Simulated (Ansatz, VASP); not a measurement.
**PbSe (Clausthalite) in two plane-wave programs**

One calculation is typed for both programs; each brings its own data sets. How far apart do they land? The cell is taken from a series of runs on this material, whose earlier steps may have relaxed, scaled, displaced or heated it; both programs get it as it stands.

Calculated with Ansatz 0.2.0; plane waves, with VASP 6.6.1 beside it; relaxation of cell and atoms at RPBE.

**1. Starting point**

It takes space group Fm-3m (No. 225, cubic). Conventional cell: a = 6.297 Å, b = 6.297 Å, c = 6.297 Å, α = 90.00°, β = 90.00°, γ = 90.00°. Nearest to Pb lie 6 Se at 3.15 Å. Se has 6 Pb at 3.15 Å nearest. Farther neighbours and most contacts between anions are not listed.

As a file:

```cif
data_structure
_symmetry_space_group_name_H-M 'P 1'
_symmetry_Int_Tables_number 1
_cell_length_a 4.4528
_cell_length_b 4.4528
_cell_length_c 4.4528
_cell_angle_alpha 60.000
_cell_angle_beta 60.000
_cell_angle_gamma 60.000
_cell_volume 62.43
loop_
_atom_site_label
_atom_site_type_symbol
_atom_site_fract_x
_atom_site_fract_y
_atom_site_fract_z
_atom_site_occupancy
Pb1 Pb 0.00000 0.00000 0.00000 1
Se2 Se 0.50000 0.50000 0.50000 1
```

**2. VASP: relaxation of cell and atoms, RPBE**

The relaxed volume is the usual yardstick between codes: in a stiff, nearly cubic crystal its relative difference is about their pressure difference at one cell divided by the bulk modulus.

Lines of VASP's logs that name or quote its potential files are left out, and so is its time.

Contents of INCAR:

```
SYSTEM = PbSe
PREC = Accurate
ENCUT = 500
EDIFF = 1E-07
NELM = 120
ISMEAR = 0
SIGMA = 0.02
LREAL = .FALSE.
ALGO = Normal
GGA = RP
NBANDS = 16
LORBIT = 11
LWAVE = .FALSE.
LCHARG = .FALSE.
ISIF = 3
IBRION = 2
NSW = 80
EDIFFG = -0.005
LASPH = .TRUE.
GGA_COMPAT = .FALSE.
NELMIN = 4
EFERMI = MIDGAP
KPAR = 2
```

Contents of POSCAR:

```
PbSe
1.0
    0.0000000000      3.1486170000      3.1486170000
    3.1486170000      0.0000000000      3.1486170000
    3.1486170000      3.1486170000      0.0000000000
Pb Se
1 1
Direct
    0.0000000000      0.0000000000      0.0000000000
    0.5000000000      0.5000000000      0.5000000000
```

Contents of KPOINTS:

```
Automatic mesh
0
Gamma
8 8 8
0 0 0
```

PAW data sets: Pb_d and Se (PBE family, release 64).

Command:

```bash
$ mpirun -np 2 vasp_std
```

Numbers of over 12 decimals in the logs are rounded to 6 here.

What it wrote:

```text
[banner, memory and clock lines left out]
running    2 mpi-ranks, on    1 nodes
 distrk:  each k-point on    1 cores,    2 groups
 distr:  one band on    1 cores,    1 groups

 POSCAR found type information on POSCAR PbSe
 POSCAR found :  2 types and       2 ions
|                                                                             |
|               ----> ADVICE to this user running VASP <----                  |
|                                                                             |
|     You enforced a specific xc type in the INCAR file but a different       |
|     [... a line on the potential file left out ...]
|     I HOPE YOU KNOW WHAT YOU ARE DOING!                                     |
|                                                                             |

 LDA part: xc-table for (Slater+PW92), standard interpolation
 POSCAR, INCAR and KPOINTS ok, starting setup
 FFT: planning ... GRIDC
 FFT: planning ... GRID_SOFT
 FFT: planning ... GRID
 WAVECAR not read
 entering main loop
       N       E                     dE             d eps       ncg     rms          rms(c)
DAV:   1     0.154354853795E+03    0.15435E+03   -0.92320E+03   928   0.121E+03
DAV:   2     0.362482227267E+01   -0.15073E+03   -0.14655E+03   968   0.313E+02
DAV:   3    -0.762370049588E+01   -0.11249E+02   -0.11161E+02  1240   0.891E+01
DAV:   4    -0.786020383007E+01   -0.23650E+00   -0.23645E+00  1048   0.160E+01
DAV:   5    -0.786841049087E+01   -0.82067E-02   -0.82065E-02  1336   0.275E+00    0.284E+00
DAV:   6    -0.751868360834E+01    0.34973E+00   -0.94169E-01  1312   0.606E+00    0.156E+00
DAV:   7    -0.751819318069E+01    0.49043E-03   -0.14764E-01  1112   0.187E+00    0.902E-01
DAV:   8    -0.752637043335E+01   -0.81773E-02   -0.21681E-02  1120   0.156E+00    0.225E-01
DAV:   9    -0.752571397345E+01    0.65646E-03   -0.37282E-03  1400   0.573E-01    0.760E-02
DAV:  10    -0.752597903369E+01   -0.26506E-03   -0.50307E-04  1056   0.135E-01    0.273E-02
DAV:  11    -0.752601600913E+01   -0.36975E-04   -0.13769E-04  1248   0.113E-01    0.108E-02
DAV:  12    -0.752601764506E+01   -0.16359E-05   -0.77752E-06  1160   0.169E-02    0.244E-03
DAV:  13    -0.752601858993E+01   -0.94486E-06   -0.16385E-06  1168   0.817E-03    0.114E-03
DAV:  14    -0.752601876193E+01   -0.17200E-06   -0.33020E-07  1128   0.278E-03    0.413E-04
DAV:  15    -0.752601880594E+01   -0.44017E-07   -0.14140E-08   872   0.984E-04
   1 F= -.75260188E+01 E0= -.75260188E+01  d E =-.752602E+01
 curvature:   0.00 expect dE= 0.000E+00 dE for cont linesearch  0.000E+00
 trial: gam= 0.00000 g(F)=  0.148E-59 g(S)=  0.159E-04 ort = 0.000E+00 (trialstep = 0.100E+01)
 search vector abs. value=  0.159E-04
 bond charge predicted
       N       E                     dE             d eps       ncg     rms          rms(c)
DAV:   1    -0.752623361931E+01   -0.21486E-03   -0.64263E-03  1168   0.128E+00    0.770E-02
DAV:   2    -0.752605362984E+01    0.17999E-03   -0.33846E-04  1232   0.300E-01    0.288E-02
DAV:   3    -0.752602357917E+01    0.30051E-04   -0.13061E-04  1184   0.174E-01    0.590E-03
DAV:   4    -0.752602528366E+01   -0.17045E-05   -0.29153E-06  1048   0.163E-02    0.246E-03
DAV:   5    -0.752602592125E+01   -0.63759E-06   -0.48251E-07  1208   0.867E-03    0.109E-03
DAV:   6    -0.752602599798E+01   -0.76735E-07   -0.45676E-08   640   0.333E-03
   2 F= -.75260260E+01 E0= -.75260260E+01  d E =-.719204E-05
 trial-energy change:   -0.000007  1 .order   -0.000007   -0.000016    0.000003
 step:   0.8770(harm=  0.8576)  dis= 0.00000  next Energy=    -7.526026 (dE=-0.735E-05)
 reached required accuracy - stopping structural energy minimisation
```

Parts of OUTCAR (step 2):

```text
ion  position               nearest neighbor table
   1  0.000  0.000  0.000-   2 3.15   2 3.15   2 3.15   2 3.15   2 3.15   2 3.15
   2  0.500  0.500  0.500-   1 3.15   1 3.15   1 3.15   1 3.15   1 3.15   1 3.15

  LATTYP: Found a face centered cubic cell.
 ALAT       =     6.2972340000

 Subroutine GETGRP returns: Found 48 space group operations
 (whereof 48 operations were pure point group operations)

The static configuration has the point symmetry O_h .

 Found     29 irreducible k-points:

   k-points           NKPTS =     29   k-points in BZ     NKDIM =     29   number of bands    NBANDS=     16

   dimension x,y,z NGX =    32 NGY =   32 NGZ =   32
   dimension x,y,z NGXF=    64 NGYF=   64 NGZF=   64

   ENCUT  =  500.0 eV  36.75 Ry    6.06 a.u.   8.12  8.12  8.12*2*pi/ulx,y,z

   NELECT =      20.0000    total number of electrons

 k-points in reciprocal lattice and weights: Automatic mesh
   0.00000000  0.00000000  0.00000000       0.002
   0.12500000  0.00000000  0.00000000       0.016
   0.25000000  0.00000000  0.00000000       0.016
   0.37500000  0.00000000  0.00000000       0.016
   0.50000000  0.00000000  0.00000000       0.008
   0.12500000  0.12500000  0.00000000       0.012
   0.25000000  0.12500000  0.00000000       0.047
   0.37500000  0.12500000  0.00000000       0.047
   0.50000000  0.12500000  0.00000000       0.047
[...]
-0.37500000  0.50000000  0.12500000       0.023
  -0.25000000  0.50000000  0.25000000       0.012

 average (electrostatic) potential at core
       1 -93.2363       2 -53.5277

 E-fermi :   4.4659

 k-point     1 :       0.0000    0.0000    0.0000
  band No.  band energies     occupation
    ...
      6      -8.6930      2.00000
      7      -2.1876      2.00000
      8       2.6814      2.00000
      9       2.6814      2.00000
     10       2.6814      2.00000
     11       8.7720      0.00000
     12       8.7720      0.00000
     13       8.7720      0.00000
     14      10.9388      0.00000
     15      10.9388      0.00000
    ...

 k-point     2 :       0.1250    0.0000    0.0000
  band No.  band energies     occupation
    ...
      6      -8.5921      2.00000
      7      -2.4814      2.00000
      8       2.7171      2.00000
      9       2.7171      2.00000
     10       2.8788      2.00000
     11       7.8325      0.00000
     12       8.1965      0.00000
     13       8.1965      0.00000
     14      10.7849      0.00000
     15      11.2517      0.00000
    ...

 k-point     3 :       0.2500    0.0000    0.0000
  band No.  band energies     occupation
    ...
      6      -8.3185      2.00000
      7      -3.1597      2.00000
      8       2.8208      2.00000
      9       2.8208      2.00000
     10       3.3115      2.00000
     11       6.4535      0.00000
     12       7.1989      0.00000
     13       7.1989      0.00000
     14      10.9600      0.00000
     15      12.0677      0.00000
    ...

  Total        0.0024619      0.0024619      0.0024619     -0.0000000      0.0000000      0.0000000
  in kB        0.0632507      0.0632507      0.0632507     -0.0000000      0.0000000      0.0000000
  external PRESSURE =       0.0632507 kB  Pullay stress =       0.0000000 kB

  energy-cutoff  :      500.00
  volume of cell :       62.36
      direct lattice vectors                 reciprocal lattice vectors
    -0.000000000  3.147490787  3.147490787    -0.158856700  0.158856700  0.158856700
     3.147490787  0.000000000  3.147490787     0.158856700 -0.158856700  0.158856700
     3.147490787  3.147490787  0.000000000     0.158856700  0.158856700 -0.158856700

 POSITION                                       TOTAL-FORCE (eV/Angst)
 -----------------------------------------------------------------------------------
      3.14749      0.00000      3.14749        -0.000000      0.000000     -0.000000
      3.14749      3.14749      3.14749         0.000000     -0.000000      0.000000
 -----------------------------------------------------------------------------------
    total drift:                                0.000000     -0.000000     -0.000000

  FREE ENERGIE OF THE ION-ELECTRON SYSTEM (eV)
  ---------------------------------------------------
  free  energy   TOTEN  =        -7.5260259980 eV

  energy  without entropy=       -7.5260259980  energy(sigma->0) =       -7.52602600

 reached required accuracy - stopping structural energy minimisation

 total charge
# of ion       s       p       d       tot
------------------------------------------
    1        1.488   0.487   9.838  11.812
    2        1.461   2.327   0.012   3.801
--------------------------------------------------
tot          2.948   2.814   9.850  15.613

[... 3 further parts left out ...]
```

**3. Ansatz: relaxation of cell and atoms, RPBE**

Ansatz runs on its default PAW (the set named soft_2) files.

The same cell, functional, mesh and smearing now go to Ansatz, which takes its cutoff from its data sets.

Contents of input.yaml:

```yaml
crystal:
  lattice:
    - [0.0, 3.1486166632, 3.1486166632]
    - [3.1486166632, 0.0, 3.1486166632]
    - [3.1486166632, 3.1486166632, 0.0]
  atoms:
    - { symbol: Pb, position: [0.0, 0.0, 0.0] }
    - { symbol: Se, position: [0.5, 0.5, 0.5] }
kpoints:
  mp_grid: { grid: [8, 8, 8] }
hamiltonian:
  xc: rpbe
scf:
  occupations: { method: gaussian, width: 0.02 }
output:
  forces: true
  stress: true
  eigenvalues: true
relax:
  adjacent_minimum: "off"
  f_tol: 0.005
  max_steps: 80
  cell: { stress_tol: 0.05 }
```

Command:

```bash
$ ansatz run input.yaml --threads 4 --pin off --max-ram 7168MiB --backend cpu --events-out ev --progress --plain --runs-dir out
```

What it wrote:

```text
Engine: ansatz 0.2.0, aarch64-unknown-linux-gnu
Pseudopotentials: kind: paw
Pseudopotential: Pb, paw, valence charge 14, recommended cutoff 420 eV (normal), Pb.paw.azcp
Pseudopotential: Se, paw, valence charge 16, recommended cutoff 420 eV (normal), Se.paw.azcp
Functional definition: RPBE
  parameter kappa = 0.804
  parameter beta = 0.066725
  exchange = rpbe_x(kappa = kappa, mu = beta*pi^2/3)
  correlation = pbe_c(beta = beta)
Crystal: 2 atoms, lattice volume = 62.429 Å³
Basis set: ecut = 420 eV, 1243 PW (Γ), exchange–correlation on 60×60×60 points (8 copies of the dense FFT grid, shifted against one another)
Bands: 19, of which v1, the nominal top of the filled ones, is band 15 counted from 1 (14 counted from 0)
Symmetry: 48 space group operations
Space group: Fm-3m (ITA 225), of the structure as read, at distance tolerance 4.0e-5 Å
k-points: 29 of 512
Non-local potential: Pb, projectors of the file, l = 0: 2, l = 1: 2, l = 2: 2, l = 3: 2
Non-local potential: Se, projectors of the file, l = 0: 2, l = 1: 2, l = 2: 3, l = 3: 1
PAW form: soft (Blöchl's): semilocal exchange-correlation on the pseudo side does not see the compensation charge
PAW frozen core: Pb, regenerated for the run's functional, and the local potential with it (the file was generated under x = pbe(κ = 0.804, μ = 0.219515), c = pbe(β = 0.066725))
PAW frozen core: Se, regenerated for the run's functional, and the local potential with it (the file was generated under x = pbe(κ = 0.804, μ = 0.219515), c = pbe(β = 0.066725))
PAW one-centre angular grid: Pb, 590 points (default); XC on 64 Gauss nodes
PAW one-centre angular grid: Se, 590 points (default); XC on 64 Gauss nodes
Initial density: superposition of atomic densities (neutral atoms: chi_scale 0, normalization atom), corrected by the library's trained network
Initial wavefunctions: pseudopotential atomic-orbital guess
Functional: x = rpbe, c = pbe(β = 0.066725)
SCF iter   1: F=—  HF=-17397.941056 eV  |F-HF|=—  |Δ(HF+E_count)|=         —  Δρ=2.51e-3  dr2=5.21e-3  ethr=1.77e-3  ⟨swp⟩=6.5  Hψ=2646  notcnv=0
preconditioner: auto → none  [insulator: Δε(μ)=0.642 eV  Ē_g=15.158 eV  σ=0.020 eV  W_gap=1.00  n_scr=14 (ndim 8)  ℏωp=21.0 eV  f_vac=0.031  D(μ)=0.00/eV (n_scr^D=0)  ε∞_Penn≈2.9]
SCF iter   2: F=—  HF=-17397.939364 eV  |F-HF|=—  |Δ(HF+E_count)|=   1.69e-3  Δρ=1.10e-3  dr2=4.88e-4  ethr=1.74e-5  ⟨swp⟩=2.3  Hψ=1219  notcnv=0
SCF iter   3: F=—  HF=-17397.939402 eV  |F-HF|=—  |Δ(HF+E_count)|=   3.77e-5  Δρ=5.13e-4  dr2=1.57e-4  ethr=1.63e-6  ⟨swp⟩=2.0  Hψ=1085  notcnv=0
SCF iter   4: F=—  HF=-17397.939455 eV  |F-HF|=—  |Δ(HF+E_count)|=   5.31e-5  Δρ=1.55e-4  dr2=1.22e-5  ethr=5.25e-7  ⟨swp⟩=2.0  Hψ=696  notcnv=0
SCF iter   5: F=—  HF=-17397.939456 eV  |F-HF|=—  |Δ(HF+E_count)|=   9.87e-7  Δρ=1.97e-5  dr2=2.76e-7  ethr=4.05e-8  ⟨swp⟩=2.0  Hψ=807  notcnv=0
SCF iter   6: F=-17397.939456 eV  HF=-17397.939456 eV  |F-HF|=5.74e-8  |Δ(HF+E_count)|=   3.90e-7  Δρ=7.01e-6  dr2=2.78e-8  ethr=3.33e-10  ⟨swp⟩=6.2  Hψ=2453  notcnv=0
SCF 1 converged in 6 iterations: F = -17397.939456 eV  dr2 = 2.78e-8
  greatest PAW one-centre occupation: 1.000 electrons in one spin orbital (limit 2), on the Se atom at site 1 (counted from 0), in its partial waves of l = 2
relax step   1: F+E_penalty+E_count = -17397.93945606 eV  Δ(F+E_penalty+E_count) = +0.000e0 eV  max|allowed force component| = 2.005e-30 eV/Å  Δτ_max = 0.0000 Å  P = -0.019 GPa  Ω = 62.429 Å³  (6 SCF iters, dr2 threshold 1.00e-7 eV, accepted)
Initial density: handed on by an earlier stage of this run
Initial wavefunctions: pseudopotential atomic-orbital guess (no wavefunctions were taken with the density)
iter 1 solved again at ethr=8.04e-8 eV; its pass at ethr=3.10e-3 eV (dr2=2.41e-5 eV) is discarded
SCF iter   1: F=—  HF=-17397.939460 eV  |F-HF|=—  |Δ(HF+E_count)|=         —  Δρ=7.03e-6  dr2=2.82e-8  ethr=8.04e-8  ⟨swp⟩=3.0  Hψ=4212  notcnv=0
preconditioner: auto → none  [insulator: Δε(μ)=0.628 eV  Ē_g=15.144 eV  σ=0.020 eV  W_gap=1.00  n_scr=14 (ndim 8)  ℏωp=21.0 eV  f_vac=0.038  D(μ)=0.00/eV (n_scr^D=0)  ε∞_Penn≈2.9]
SCF iter   2: F=—  HF=-17397.939456 eV  |F-HF|=—  |Δ(HF+E_count)|=   3.82e-6  Δρ=3.67e-6  dr2=8.70e-9  ethr=9.39e-11  ⟨swp⟩=2.1  Hψ=979  notcnv=0
SCF iter   3: F=—  HF=-17397.939456 eV  |F-HF|=—  |Δ(HF+E_count)|=   2.82e-8  Δρ=9.54e-7  dr2=8.85e-10  ethr=2.90e-11  ⟨swp⟩=2.0  Hψ=696  notcnv=0
SCF iter   4: F=—  HF=-17397.939456 eV  |F-HF|=—  |Δ(HF+E_count)|=  2.33e-10  Δρ=3.43e-7  dr2=1.75e-10  ethr=2.95e-12  ⟨swp⟩=2.0  Hψ=696  notcnv=0
SCF iter   5: F=-17397.939456 eV  HF=-17397.939456 eV  |F-HF|=7.28e-12  |Δ(HF+E_count)|=  1.16e-10  Δρ=1.23e-7  dr2=1.90e-11  ethr=1.00e-12  ⟨swp⟩=4.1  Hψ=2662  notcnv=0
SCF 2 converged in 5 iterations: F = -17397.939456 eV  dr2 = 1.90e-11
relax step   2: F+E_penalty+E_count = -17397.93945607 eV  Δ(F+E_penalty+E_count) = -1.794e-8 eV  max|allowed force component| = 1.676e-30 eV/Å  Δτ_max = 0.0000 Å  P = -0.020 GPa  Ω = 62.429 Å³  stress off target by 1.96e-2 GPa  SCF on the basis re-selected at this cell (its energy is not comparable with the rows above)  (5 SCF iters)
basis re-selected at this cell: Δ(F+E_penalty+E_count) = -1.794e-8 eV, ΔP = -0.000 GPa vs the last step (what re-selecting the basis moved, of the pressure what is left beyond the Pulay correction that the steps carried, after the strain that the cell walked since its last selection, with what the two solves' SCF thresholds leave and, on support functions, any second-order correction that the steps lacked; it is no m [...]
SCF converged after 5 iterations
Free energy (F): -17397.939456 eV
Harris-Foulkes:  -17397.939456 eV  (|F-HF|=7.28e-12)
Internal energy: -17397.939456 eV  (E = F + TS)
E sigma→0 (E₀):  -17397.939456 eV
Fermi energy:    8.096538 eV
--- Per-component energies (eV) ---
  E_band       = -452.909196
  E_kinetic    = 403.846546
  E_local      = -3661.719817  (includes V_loc(G=0)·N_el)
  E_nonlocal   = -247.816793
  E_hartree    = 1696.127298
  E_xc         = -325.454153
  E_vxc        = -229.850060  (∫ρ·V_xc dr)
  E_paw        = -12335.160011  (= ΣΔE_a)
  E_vpaw       = -109.623156  (= ΣTr[D̂ρ^β])
  E_aug_tail   = -0.000406  (compensation charges beyond the density's cutoff)
  E_ewald      = -2927.565597
  E_core_change = -0.196523  (= ΣΔE_core)
  E_smearing   = -0.000000  (= −TS)
  E_closure    = 0.000000  (closes the sum)
  Σ components = -17397.939456   (vs F -17397.939456, Δ=0.00e0)
--- Forces (eV/Å), atoms counted from 1 ---
  atom   1  Pb    -0.00000000     0.00000000     0.00000000
  atom   2  Se     0.00000000    -0.00000000     0.00000000
  max |Σ_I F_I| component: 2.17e-30 eV/Å
--- Stress (GPa, compression-positive) ---
       -0.019564      -0.000000      -0.000000
       -0.000000      -0.019564      -0.000000
        0.000000       0.000000      -0.019564
  P = ⅓ Tr σ = -0.0196 GPa (-0.196 kbar)
--- Band table (eV; the first three rows and the last of 29) ---
  k-point 0: bands = [... 11 lower, 1.4481, 6.3115, 6.3115, 6.3115, 12.3969, 12.3969, 12.3969, 14.5751]
  k-point 1: bands = [... 11 lower, 1.1549, 6.3471, 6.3471, 6.5089, 11.4598, 11.8230, 11.8230, 14.4192]
  k-point 2: bands = [... 11 lower, 0.4782, 6.4508, 6.4508, 6.9418, 10.0827, 10.8269, 10.8269, 14.5925]
  k-point 28: bands = [... 11 lower, 0.1270, 4.2323, 4.2323, 7.1882, 9.8356, 12.7591, 12.7591, 15.4901]
--- Relaxed structure (1 steps of the walk, 1 accepted, 1 SCFs on fresh bases) ---
  F+E_penalty+E_count = -17397.93945607 eV   max|allowed force component| = 1.676e-30 eV/Å   (the final SCF, on the basis selected at the relaxed cell)
  cell:  # Å, volume = 62.4294 Å³
    - [0.0, 3.1486166632, 3.1486166632]
    - [3.1486166632, 0.0, 3.1486166632]
    - [3.1486166632, 3.1486166632, 0.0]
  atoms:
    - { symbol: Pb, position: [0.0, 0.0, 0.0] }
    - { symbol: Se, position: [0.5, 0.5, 0.5] }
```

**4. Side by side**

Known differences besides the potentials themselves: the data sets hold 30 valence electrons in Ansatz (on its default PAW (the set named soft_2) files) and 20 in VASP; the cutoff is 420 eV in Ansatz and 500 eV in VASP; Ansatz makes its cores anew for this functional, VASP keeps those of its PBE data sets; Ansatz adds a Pulay correction to the stress that steers its cell, VASP none. Total energies have different zeros and are not compared.

Compared:

```tsv
quantity	Ansatz	VASP	difference
volume (Å³)	62.43	62.36	+0.11 %
edge a after relaxation, in the typed setting (Å)	4.453	4.451	+0.04 %
```

**5. What came out**

```yaml
difference_in_volume_relaxation_of_cell_and_atoms_rpbe: 0.11 %
```

What this shows: The difference in volume is 0.11 % (relaxation of cell and atoms, RPBE), within the 1.2 % picked in this series as the mark of a large difference, as far as the stopping tolerances let one tell. The data sets hold unlike numbers of valence electrons (30 in Ansatz and 20 in VASP), so part of the differences comes from the potentials. 1 further run of this series is not shown here. How closely two codes agree says nothing of how well the functional describes the real material.

[Lines on the potential files, build, host, timing and source positions are cut from VASP's logs without a mark.]

[Logs are printed without paths, hosts, clocks, repeated set-up lines and the standing remarks that a program may print on its own settings, such as how far it seeks lower states.]

[Hosts, paths, dates, database ids (printed as entryN), source tags and the programs' standing remarks are cut or masked in the printed files.]
